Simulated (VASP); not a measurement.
Here is the system:

```
CELL_PARAMETERS angstrom
      3.98015     0.00000     0.00000
      0.00000     3.98015     0.00000
      0.00000     0.00000     3.98015
ATOMIC_POSITIONS crystal
  Al 0.00000 0.50000 0.50000
  Al 0.50000 0.00000 0.50000
  Al 0.50000 0.50000 0.00000
  Zn 0.00000 0.00000 0.00000
```

Computed with PBEsol GGA, VASP's PBE PAW potentials (set 64) (plane waves; VASP). Numerical set-up: 400 eV cut-off, 7×7×7 Γ-centred mesh, first-order Methfessel-Paxton smearing of 0.10 eV, potentials Al Zn.

Problem. Estimate the energy per atom (σ→0), band gap (on the k-mesh) with the smallest direct gap where there is one.

Solution. 
band gap (on the k-mesh): none (metal, semimetal or under 0.01 eV)
energy per atom (σ→0): -3446 meV/atom

Total energies compare only between runs with the same potentials, cut-off and functional.

The structure comes from a computed database's Al3Zn entry (Pm-3m); how it stands against other phases isn't given here. It was relaxed first. The start is the result of an earlier pass. The electron count is odd and the run is not spin-polarised, which forces a metal.
